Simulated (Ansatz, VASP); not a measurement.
## Cross-check of MnF2 between VASP and Ansatz

Aim: how closely do two programs agree when they are given the same cell, functional and k mesh? The cell is taken from a series of runs on this material, whose earlier steps may have relaxed or scaled it; both programs get it as it stands.

Method: plane waves, with VASP 6.6.1 beside it; single point at PBE, in Ansatz 0.2.0.

### Step 1. The starting structure

Symmetry: P4_2/mnm, No. 136, tetragonal system. The conventional cell has a = 4.874 Å, b = 4.874 Å, c = 3.311 Å, α = 90.00°, β = 90.00°, γ = 90.00°. Nearest to Mn lie 6 F at 2.10 to 2.13 Å. Nearest to F lie 3 Mn at 2.10 to 2.13 Å. Farther neighbours and most contacts between anions are not listed.

### Step 2. Ansatz: single point, PBE

Ansatz runs on its default PAW (the set named soft_2) files.

A single point gives forces, pressure and levels at one fixed geometry, so differences don't come from the geometry; what else differs is listed under the comparison.

Contents of input.yaml:

```yaml
crystal:
  lattice:
    - [4.8738, 0.0, 0.0]
    - [0.0, 4.8738, 0.0]
    - [0.0, 0.0, 3.3107]
  atoms:
    - { symbol: Mn, position: [0.0, 0.0, 0.0], spin: 4.7 }
    - { symbol: Mn, position: [0.5, 0.5, 0.5], spin: -4.7 }
    - { symbol: F, position: [0.3053, 0.3053, 0.0] }
    - { symbol: F, position: [0.1947, 0.8053, 0.5] }
    - { symbol: F, position: [0.6947, 0.6947, 0.0] }
    - { symbol: F, position: [0.8053, 0.1947, 0.5] }
magnetization:
  spin_polarized: true
kpoints:
  mp_grid: { grid: [6, 6, 8] }
hamiltonian:
  xc: pbe
scf:
  occupations: { method: fermi_dirac, width: 0.05 }
output:
  eigenvalues: true
```

Command:

```bash
$ ansatz run input.yaml --threads 8 --pin off --max-ram 14336MiB --backend cpu --events-out ev --progress --plain --runs-dir out
```

Numbers of over 12 decimals in the logs are rounded to 6 here.

The log of the run:

```text
Engine: ansatz 0.2.0, aarch64-unknown-linux-gnu
Pseudopotentials: kind: paw
Pseudopotential: Mn, paw, valence charge 15, recommended cutoff 420 eV (normal), Mn.paw.azcp
Pseudopotential: F, paw, valence charge 7, recommended cutoff 420 eV (normal), F.paw.azcp
Functional definition: PBE
  parameter kappa = 0.804
  parameter beta = 0.066725
  exchange = pbe_x(kappa = kappa, mu = beta*pi^2/3)
  correlation = pbe_c(beta = beta)
Crystal: 6 atoms, lattice volume = 78.642 Å³
Basis set: ecut = 420 eV, 1519 PW (Γ)
Bands: 41, of which v1, the nominal top of the filled ones, is band 29 counted from 1 (28 counted from 0)
Symmetry: 8 space group operations
Space group: Cmmm (ITA 65), of the structure as read, at distance tolerance 4.3e-5 Å
Magnetic group: BNS 136.498 (UNI 1158), of the structure as read, at distance tolerance 4.3e-5 Å
k-points: 65 of 288
Non-local potential: Mn, projectors of the file, l = 0: 3, l = 1: 2, l = 2: 3, l = 3: 1
Non-local potential: F, projectors of the file, l = 0: 2, l = 1: 2, l = 2: 1
PAW form: soft (Blöchl's): semilocal exchange-correlation on the pseudo side does not see the compensation charge
PAW one-centre angular grid: Mn, 590 points (default); XC on 64 Gauss nodes
PAW one-centre angular grid: F, 110 points (default); XC on 64 Gauss nodes
Initial density: superposition of atomic densities (chi_scale 0.1, normalization cell, long waves kept (reshape's long-wave potential 0.01 eV rms))
Starting moments: Σ|m| = 9.4 μB on 2 of 6 sites
Starting magnetic order: altermagnet, d-wave, planar spin-momentum locking; spin-degenerate planes through Γ normal to [0 1 0], [1 0 0] of the run's lattice
Initial wavefunctions: pseudopotential atomic-orbital guess
Functional: x = pbe(κ = 0.804, μ = 0.219515), c = pbe(β = 0.066725)
SCF iter   1: F=—  HF=-11045.292012 eV  |F-HF|=—  |Δ(HF+E_count)|=         —  Δρ=1.76e-1 (↑1.76e-1 ↓1.76e-1)  dr2=8.67e1  dr2_m=3.68e-1  M=-0.000 μB ∫|m|=7.783 μB  β_m=0.30  ethr=3.10e-3  ⟨swp⟩=5.3  Hψ=19617  notcnv=0  defer=21
Mixer restart at iter 1: flushing history
preconditioner: auto → Resta (q_TF=auto, 2.593 Å⁻¹)  ε∞=5.7  [insulator: Δε(μ)=0.177 eV  Ē_g=12.493 eV  σ=0.050 eV  W_gap=0.68  n_scr=22 (ndim 8)  ℏωp=27.1 eV  f_vac=0.063  D(μ)=1.19/eV (n_scr^D=4)  ε∞_Penn≈5.7]
spin=Collinear: Resta preconditioning applied to the charge; magnetization (m = ρ↑ − ρ↓) channel mixes plain (no charge-response kernel on spin).
SCF iter   2: F=—  HF=-11035.717257 eV  |F-HF|=—  |Δ(HF+E_count)|=    9.57e0  Δρ=4.60e-2 (↑4.60e-2 ↓4.60e-2)  dr2=4.82e0  dr2_m=6.20e-1  M=0.000 μB ∫|m|=9.426 μB  β_m=0.32  ethr=3.10e-3  ⟨swp⟩=4.0  Hψ=13524  notcnv=0  defer=410
SCF iter   3: F=—  HF=-11034.680116 eV  |F-HF|=—  |Δ(HF+E_count)|=    1.04e0  Δρ=2.66e-2 (↑2.66e-2 ↓2.66e-2)  dr2=1.74e0  dr2_m=2.06e-1  M=0.000 μB ∫|m|=9.500 μB  β_m=0.55  ethr=3.10e-3  ⟨swp⟩=2.0  Hψ=7945  notcnv=0  defer=588
SCF iter   4: F=—  HF=-11034.023926 eV  |F-HF|=—  |Δ(HF+E_count)|=   6.56e-1  Δρ=7.06e-3 (↑7.06e-3 ↓7.06e-3)  dr2=1.08e-1  dr2_m=1.45e-3  M=0.000 μB ∫|m|=9.570 μB  β_m=0.74  ethr=3.00e-3  ⟨swp⟩=3.0  Hψ=8141  notcnv=0  defer=734
SCF iter   5: F=—  HF=-11034.065173 eV  |F-HF|=—  |Δ(HF+E_count)|=   4.12e-2  Δρ=2.86e-3 (↑2.85e-3 ↓2.86e-3)  dr2=1.77e-2  dr2_m=1.96e-4  M=0.000 μB ∫|m|=9.584 μB  β_m=0.85  ethr=1.86e-4  ⟨swp⟩=2.8  Hψ=10074  notcnv=0  defer=726
SCF iter   6: F=—  HF=-11034.071096 eV  |F-HF|=—  |Δ(HF+E_count)|=   5.92e-3  Δρ=1.03e-3 (↑1.01e-3 ↓1.03e-3)  dr2=1.65e-3  dr2_m=3.51e-4  M=-0.000 μB ∫|m|=9.588 μB  β_m=0.93  ethr=3.05e-5  ⟨swp⟩=2.0  Hψ=9438  notcnv=0  defer=726
SCF iter   7: F=—  HF=-11034.071954 eV  |F-HF|=—  |Δ(HF+E_count)|=   8.58e-4  Δρ=3.67e-4 (↑3.49e-4 ↓3.67e-4)  dr2=2.18e-4  dr2_m=3.72e-6  M=0.000 μB ∫|m|=9.586 μB  β_m=0.91  ethr=2.84e-6  ⟨swp⟩=2.0  Hψ=9108  notcnv=0  defer=726
SCF iter   8: F=—  HF=-11034.072038 eV  |F-HF|=—  |Δ(HF+E_count)|=   8.44e-5  Δρ=9.72e-5 (↑9.72e-5 ↓7.12e-5)  dr2=8.46e-6  dr2_m=3.29e-6  M=-0.000 μB ∫|m|=9.586 μB  β_m=0.95  ethr=3.75e-7  ⟨swp⟩=2.0  Hψ=8147  notcnv=0  defer=726
SCF iter   9: F=—  HF=-11034.072051 eV  |F-HF|=—  |Δ(HF+E_count)|=   1.29e-5  Δρ=3.93e-5 (↑3.93e-5 ↓3.60e-5)  dr2=3.00e-6  dr2_m=1.48e-7  M=0.000 μB ∫|m|=9.586 μB  β_m=0.83  ethr=1.46e-8  ⟨swp⟩=2.0  Hψ=8573  notcnv=0  defer=726
SCF iter  10: F=—  HF=-11034.072051 eV  |F-HF|=—  |Δ(HF+E_count)|=   1.42e-7  Δρ=1.42e-5 (↑1.25e-5 ↓1.42e-5)  dr2=3.96e-7  dr2_m=2.10e-8  M=-0.000 μB ∫|m|=9.586 μB  β_m=0.82  ethr=5.18e-9  ⟨swp⟩=2.0  Hψ=8976  notcnv=0  defer=726
SCF iter  11: F=—  HF=-11034.072051 eV  |F-HF|=—  |Δ(HF+E_count)|=   1.11e-7  Δρ=4.70e-6 (↑4.70e-6 ↓3.43e-6)  dr2=2.12e-8  dr2_m=3.48e-9  M=-0.000 μB ∫|m|=9.586 μB  β_m=0.82  ethr=6.83e-10  ⟨swp⟩=2.0  Hψ=8266  notcnv=0  defer=726
SCF iter  12: F=-11034.072051 eV  HF=-11034.072051 eV  |F-HF|=9.39e-9  |Δ(HF+E_count)|=   1.63e-8  Δρ=2.64e-6 (↑2.64e-6 ↓2.64e-6)  dr2=1.43e-8  dr2_m=2.11e-10  M=0.000 μB ∫|m|=9.586 μB  ethr=3.65e-11  ⟨swp⟩=7.1  Hψ=23257  notcnv=0
SCF 1 converged in 12 iterations: F = -11034.072051 eV  dr2 = 1.43e-8
  greatest PAW one-centre occupation: 1.005 electrons in one spin orbital (limit 2), on the Mn atom at site 1 (counted from 0), in its partial waves of l = 1
SCF converged after 12 iterations
Magnetization: 0.0000 μB (29.0000 up, 29.0000 down)
Absolute magnetization: 9.5884 μB (∫|ρ↑−ρ↓|, with the PAW one-centre terms)
Spin contamination: 4.9198 ħ² per cell (⟨S²⟩ above its minimum at these occupations)
Per-site moments (μB) at R_I (Å): [(4.146651, 0.868027), (-4.146650, 0.868027), (-0.031089, 0.868027), (0.031089, 0.868027), (-0.031089, 0.868027), (0.031089, 0.868027)]
Free energy (F): -11034.072051 eV
Harris-Foulkes:  -11034.072051 eV  (|F-HF|=9.39e-9)
Internal energy: -11034.072051 eV  (E = F + TS)
E sigma→0 (E₀):  -11034.072051 eV
Fermi energy:    7.922424 eV
--- Per-component energies (eV) ---
  E_band       = -815.501268
  E_kinetic    = 1422.746857
  E_local      = -7233.149054  (includes V_loc(G=0)·N_el)
  E_nonlocal   = 807.971481
  E_hartree    = 2883.754086
  E_xc         = -538.458162
  E_vxc        = -689.058654  (∫ρ·V_xc dr)
  E_paw        = -3421.937855  (= ΣΔE_a)
  E_vpaw       = -891.526137  (= ΣTr[D̂ρ^β])
  E_aug_tail   = 0.008165  (compensation charges beyond the density's cutoff)
  E_ewald      = -4955.007567
  E_smearing   = -0.000000  (= −TS)
  E_closure    = -0.000000  (closes the sum)
  Σ components = -11034.072051   (vs F -11034.072051, Δ=0.00e0)
--- Band table (eV; the first three rows and the last of 130) ---
  k-point 0 ↑: bands = [... 25 lower, 5.2842, 5.4569, 6.3370, 6.6886, 8.9167, 9.3107, 9.7832, 9.7852, ... 8 higher]
  k-point 1 ↑: bands = [... 25 lower, 5.3299, 5.4296, 6.3523, 6.5727, 9.2644, 9.4473, 9.7497, 9.7579, ... 8 higher]
  k-point 2 ↑: bands = [... 25 lower, 5.3684, 5.4343, 6.3650, 6.3924, 9.5272, 9.6625, 9.6989, 10.2597, ... 8 higher]
  k-point 64 ↓: bands = [... 25 lower, 5.2713, 5.4685, 6.1818, 6.6232, 9.5134, 9.5957, 9.7532, 10.3143, ... 8 higher]
```

Reading the cycles: dr2 is the Hartree energy of the density residual (eV), the measure of convergence; HF is the Harris–Foulkes estimate of the energy, which meets the free energy F at convergence.

### Step 3. VASP: single point, PBE

The same cell, functional, mesh and smearing now go to VASP, with its own data sets and cutoff.

Lines of VASP's logs that name or quote its potential files are left out, and so is its time.

Contents of INCAR:

```
SYSTEM = MnF2
PREC = Accurate
ENCUT = 520
EDIFF = 1E-06
NELM = 100
ISMEAR = -1
SIGMA = 0.05
LREAL = .FALSE.
ALGO = Normal
GGA = PE
NBANDS = 36
ISPIN = 2
MAGMOM = 4.15 -4.15 -0.03 0.03 -0.03 0.03
LASPH = .TRUE.
LMAXMIX = 4
LORBIT = 11
LWAVE = .FALSE.
LCHARG = .FALSE.
KPAR = 2
ISIF = 2
```

Contents of POSCAR:

```
MnF2
1.0
    4.8738000000      0.0000000000      0.0000000000
    0.0000000000      4.8738000000      0.0000000000
    0.0000000000      0.0000000000      3.3107000000
Mn F
2 4
Direct
    0.0000000000      0.0000000000      0.0000000000
    0.5000000000      0.5000000000      0.5000000000
    0.3053000000      0.3053000000      0.0000000000
    0.1947000000      0.8053000000      0.5000000000
    0.6947000000      0.6947000000      0.0000000000
    0.8053000000      0.1947000000      0.5000000000
```

Contents of KPOINTS:

```
Automatic mesh
0
Gamma
6 6 8
0 0 0
```

The projector-augmented-wave data sets are Mn_pv and F (PBE family, release 64).

Command:

```bash
$ mpirun -np 2 vasp_std
```

The log of the run:

```text
[banner, memory and clock lines left out]
running    2 mpi-ranks, on    1 nodes
 distrk:  each k-point on    1 cores,    2 groups
 distr:  one band on    1 cores,    1 groups

 POSCAR found type information on POSCAR MnF
 POSCAR found :  2 types and       6 ions
 LDA part: xc-table for (Slater+PW92), standard interpolation
 POSCAR, INCAR and KPOINTS ok, starting setup
 FFT: planning ... GRIDC
 FFT: planning ... GRID_SOFT
 FFT: planning ... GRID
 WAVECAR not read
 entering main loop
       N       E                     dE             d eps       ncg     rms          rms(c)
DAV:   1     0.695266674285E+03    0.69527E+03   -0.30851E+04  7384   0.170E+03
DAV:   2     0.258280893548E+02   -0.66944E+03   -0.63312E+03  7628   0.497E+02
DAV:   3    -0.415738300993E+02   -0.67402E+02   -0.66623E+02  7844   0.170E+02
DAV:   4    -0.428904797548E+02   -0.13166E+01   -0.13135E+01  7880   0.258E+01
DAV:   5    -0.429066766518E+02   -0.16197E-01   -0.16196E-01  7624   0.306E+00    0.213E+01
DAV:   6    -0.393313935699E+02    0.35753E+01   -0.20531E+01  8568   0.339E+01    0.156E+01
DAV:   7    -0.394156559602E+02   -0.84262E-01   -0.13492E+00  7352   0.968E+00    0.106E+01
DAV:   8    -0.393645070903E+02    0.51149E-01   -0.15761E-01  7712   0.346E+00    0.505E+00
DAV:   9    -0.394169852559E+02   -0.52478E-01   -0.34177E-02  7692   0.187E+00    0.867E-01
DAV:  10    -0.394170598583E+02   -0.74602E-04   -0.10837E-02  7656   0.641E-01    0.134E-01
DAV:  11    -0.394174194359E+02   -0.35958E-03   -0.38541E-04  7680   0.170E-01    0.715E-02
DAV:  12    -0.394176198326E+02   -0.20040E-03   -0.10916E-04  7368   0.750E-02    0.313E-02
DAV:  13    -0.394176576634E+02   -0.37831E-04   -0.19083E-05  7744   0.349E-02    0.840E-03
DAV:  14    -0.394176605751E+02   -0.29117E-05   -0.33406E-06  6700   0.125E-02    0.389E-03
DAV:  15    -0.394176610828E+02   -0.50769E-06   -0.53699E-07  4712   0.573E-03
   1 F= -.39417661E+02 E0= -.39417661E+02  d E =-.663453E-10  mag=     0.0000
```

OUTCAR, selected parts (step 3):

```text
ion  position               nearest neighbor table
   1  0.000  0.000  0.000-   3 2.10   5 2.10   4 2.13   6 2.13   4 2.13   6 2.13
   2  0.500  0.500  0.500-   4 2.10   6 2.10   5 2.13   3 2.13   3 2.13   5 2.13
   3  0.305  0.305  0.000-   1 2.10   2 2.13   2 2.13
   4  0.195  0.805  0.500-   2 2.10   1 2.13   1 2.13
   5  0.695  0.695  0.000-   1 2.10   2 2.13   2 2.13
   6  0.805  0.195  0.500-   2 2.10   1 2.13   1 2.13

  LATTYP: Found a simple tetragonal cell.
 ALAT       =     4.8738000000
 C/A-ratio  =     0.6792851574

 Subroutine GETGRP returns: Found 16 space group operations
 (whereof  8 operations were pure point group operations)

The static configuration has the point symmetry D_2h.
 The point group associated with its full space group is D_4h.

 Found     50 irreducible k-points:

   k-points           NKPTS =     50   k-points in BZ     NKDIM =     50   number of bands    NBANDS=     36

   dimension x,y,z NGX =    36 NGY =   36 NGZ =   28
   dimension x,y,z NGXF=    72 NGYF=   72 NGZF=   56

   ENCUT  =  520.0 eV  38.22 Ry    6.18 a.u.   9.06  9.06  6.16*2*pi/ulx,y,z

   NELECT =      54.0000    total number of electrons

 k-points in reciprocal lattice and weights: Automatic mesh
   0.00000000  0.00000000  0.00000000       0.003
   0.16666667  0.00000000  0.00000000       0.014
   0.33333333  0.00000000  0.00000000       0.014
   0.50000000  0.00000000  0.00000000       0.007
   0.16666667  0.16666667  0.00000000       0.014
   0.33333333  0.16666667  0.00000000       0.028
   0.50000000  0.16666667  0.00000000       0.014
   0.33333333  0.33333333  0.00000000       0.014
   0.50000000  0.33333333  0.00000000       0.014
[...]
0.50000000  0.33333333  0.50000000       0.014
   0.50000000  0.50000000  0.50000000       0.003

 average (electrostatic) potential at core
       1 -70.9726       2 -70.9726       3 -77.1697       4 -77.1697       5 -77.1697
       6 -77.1697

 E-fermi :   3.8893

 spin component 1
 k-point     1 :       0.0000    0.0000    0.0000
  band No.  band energies     occupation
    ...
     23       1.0826      1.00000
     24       1.3041      1.00000
     25       1.4740      1.00000
     26       2.3590      1.00000
     27       2.7097      1.00000
     28       4.9605      0.00000
     29       5.3301      0.00000
     30       5.7994      0.00000
     31       5.8016      0.00000
     32       6.7696      0.00000
    ...

 k-point     2 :       0.1667    0.0000    0.0000
  band No.  band energies     occupation
    ...
     23       1.0955      1.00000
     24       1.3159      1.00000
     25       1.4813      1.00000
     26       2.4361      1.00000
     27       2.7250      1.00000
     28       5.2068      0.00000
     29       5.4126      0.00000
     30       5.7849      0.00000
     31       5.7925      0.00000
     32       6.7354      0.00000
    ...

 k-point     3 :       0.3333    0.0000    0.0000
  band No.  band energies     occupation
    ...
     23       1.1195      1.00000
     24       1.3387      1.00000
     25       1.4939      1.00000
     26       2.5867      1.00000
     27       2.7558      1.00000
     28       5.3080      0.00000
     29       5.7557      0.00000
     30       5.7720      0.00000
     31       6.1424      0.00000
     32       6.6771      0.00000
    ...

 k-point     4 :       0.5000    0.0000    0.0000
  band No.  band energies     occupation
    ...
     23       1.1307      1.00000
     24       1.3498      1.00000
     25       1.4997      1.00000
     26       2.6606      1.00000
     27       2.7714      1.00000
     28       5.3201      0.00000
     29       5.7409      0.00000
     30       5.7626      0.00000
     31       6.5913      0.00000
     32       6.7659      0.00000
    ...

 k-point     5 :       0.1667    0.1667    0.0000
  band No.  band energies     occupation
    ...
     23       1.0899      1.00000
     24       1.3383      1.00000
     25       1.4834      1.00000
     26       2.5340      1.00000
     27       2.7101      1.00000
     28       5.2898      0.00000
     29       5.6334      0.00000
     30       5.7922      0.00000
     31       5.7982      0.00000
     32       6.6427      0.00000
    ...

 k-point     6 :       0.3333    0.1667    0.0000
  band No.  band energies     occupation
    ...
     23       1.1035      1.00000
     24       1.3506      1.00000
     25       1.4993      1.00000
     26       2.5858      1.00000
     27       2.7257      1.00000
     28       5.3201      0.00000
     29       5.7800      0.00000
     30       5.7833      0.00000
     31       6.2633      0.00000
     32       6.6774      0.00000
    ...

  Total        1.2768350      1.2768350      1.3668539      0.0000000      0.0000000      0.0000000
  in kB       26.0129805     26.0129805     27.8469382      0.0000000      0.0000000      0.0000000
  external PRESSURE =      26.6242998 kB  Pullay stress =       0.0000000 kB

  energy-cutoff  :      520.00
  volume of cell :       78.64
      direct lattice vectors                 reciprocal lattice vectors
     4.873800000  0.000000000  0.000000000     0.205178711  0.000000000  0.000000000
     0.000000000  4.873800000  0.000000000     0.000000000  0.205178711  0.000000000
     0.000000000  0.000000000  3.310700000     0.000000000  0.000000000  0.302050926

 POSITION                                       TOTAL-FORCE (eV/Angst)
 -----------------------------------------------------------------------------------
      0.00000      0.00000      0.00000         0.000000      0.000000      0.000000
      2.43690      2.43690      1.65535         0.000000      0.000000      0.000000
      1.48797      1.48797      0.00000        -0.075566     -0.075566     -0.000000
      0.94893      3.92487      1.65535         0.075566     -0.075566     -0.000000
      3.38583      3.38583      0.00000         0.075566      0.075566      0.000000
      3.92487      0.94893      1.65535        -0.075566      0.075566      0.000000
 -----------------------------------------------------------------------------------
    total drift:                                0.000000      0.000000      0.000000

  FREE ENERGIE OF THE ION-ELECTRON SYSTEM (eV)
  ---------------------------------------------------
  free  energy   TOTEN  =       -39.4176610828 eV

  energy  without entropy=      -39.4176610827  energy(sigma->0) =      -39.41766108

 total charge
# of ion       s       p       d       tot
------------------------------------------
    1        0.162   6.144   4.960  11.266
    2        0.162   6.144   4.960  11.266
    3        1.735   4.364   0.000   6.100
    4        1.735   4.364   0.000   6.100
    5        1.735   4.364   0.000   6.100
    6        1.735   4.364   0.000   6.100
--------------------------------------------------
tot          7.265  29.746   9.919  46.930

 magnetization (x)
# of ion       s       p       d       tot
------------------------------------------
    1        0.017   0.016   4.503   4.537
    2       -0.017  -0.016  -4.503  -4.537
    3       -0.002  -0.025   0.000  -0.027
    4        0.002   0.025   0.000   0.027
    5       -0.002  -0.025   0.000  -0.027
    6        0.002   0.025   0.000   0.027
--------------------------------------------------
tot         -0.000   0.000  -0.000  -0.000

[... 3 further parts left out ...]
```

The run ends at a pressure of 2.66 GPa, with forces up to 0.11 eV/Å.

### Step 4. Differences

Known differences besides the PAW data sets themselves: VASP starts from the moments at which Ansatz ended; the data sets hold 58 valence electrons in Ansatz (default PAW (the set named soft_2) files) and 54 in VASP; the cutoff is 420 eV in Ansatz and 520 eV in VASP; site moments are counted in spheres of each program's own size. Total energies have different zeros and are not compared.

The two programs side by side:

```csv
quantity,Ansatz,VASP,difference
gap on the k mesh (eV),2.167,2.189,-0.023
moment on Mn1 (μB),4.15,4.54,-0.39
moment on Mn2 (μB),-4.15,-4.54,+0.39
```

### Step 5. Outcome

| Quantity | Value |
| --- | --- |
| difference in gap on the k mesh (single point, PBE) | -0.023 eV |

**Reading.** The difference in gap on the k mesh is -0.023 eV (single point, PBE), within the 0.08 eV picked in this series as the mark of a large difference. How closely two codes agree says nothing of how well the functional describes the real material.

[Lines on the potential files, build, host, timing and source positions are cut from VASP's logs without a mark.]

[Logs are printed without paths, hosts, clocks, repeated set-up lines and the standing remarks that a program may print on its own settings, such as how far it seeks lower states.]

[Hosts, paths, dates, database ids (printed as entryN), source tags and the programs' standing remarks are cut or masked in the printed files.]
